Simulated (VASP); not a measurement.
OSZICAR of a VASP run on CdSe (wurtzite):

### OSZICAR
```
       N       E                     dE             d eps       ncg     rms          rms(c)
DAV:   1     0.225895101778E+03    0.22590E+03   -0.16265E+04   924   0.136E+03
DAV:   2    -0.312111814570E+00   -0.22621E+03   -0.22130E+03  1056   0.330E+02
DAV:   3    -0.128265241964E+02   -0.12514E+02   -0.12461E+02  1086   0.778E+01
DAV:   4    -0.129458437391E+02   -0.11932E+00   -0.11925E+00  1026   0.736E+00
DAV:   5    -0.129468573431E+02   -0.10136E-02   -0.10136E-02  1086   0.632E-01    0.684E+00
DAV:   6    -0.121854743298E+02    0.76138E+00   -0.18378E+00  1114   0.132E+01    0.562E+00
DAV:   7    -0.121532001389E+02    0.32274E-01   -0.44073E-01  1026   0.371E+00    0.272E+00
DAV:   8    -0.121498510504E+02    0.33491E-02   -0.43213E-02  1014   0.230E+00    0.292E-01
DAV:   9    -0.121489492307E+02    0.90182E-03   -0.83969E-03  1038   0.107E+00    0.899E-02
DAV:  10    -0.121490860107E+02   -0.13678E-03   -0.79462E-04  1014   0.292E-01    0.694E-02
DAV:  11    -0.121491675795E+02   -0.81569E-04   -0.20131E-04  1044   0.940E-02    0.202E-02
DAV:  12    -0.121491436963E+02    0.23883E-04   -0.88397E-05  1020   0.807E-02    0.489E-03
DAV:  13    -0.121491454424E+02   -0.17460E-05   -0.88516E-06  1062   0.169E-02    0.267E-03
DAV:  14    -0.121491458259E+02   -0.38357E-06   -0.53922E-07   880   0.552E-03    0.144E-03
DAV:  15    -0.121491458926E+02   -0.66708E-07   -0.10892E-07   808   0.242E-03
   1 F= -.12149146E+02 E0= -.12149146E+02  d E =-.712546E-07
```

Which electronic solver shows in the log?

It is blocked Davidson (ALGO = Normal, or the opening steps of other solvers). The INCAR had ALGO = Normal.

Can the final energy be trusted as converged?

Self-consistency was reached. It stopped with EDIFF = 1E-7, NELM = 100 (PBEsol GGA, plane waves, VASP's PBE PAW potentials (set 64)).

The compound is CdSe in the wurtzite structure. This cell was strained or had an atom moved on purpose.
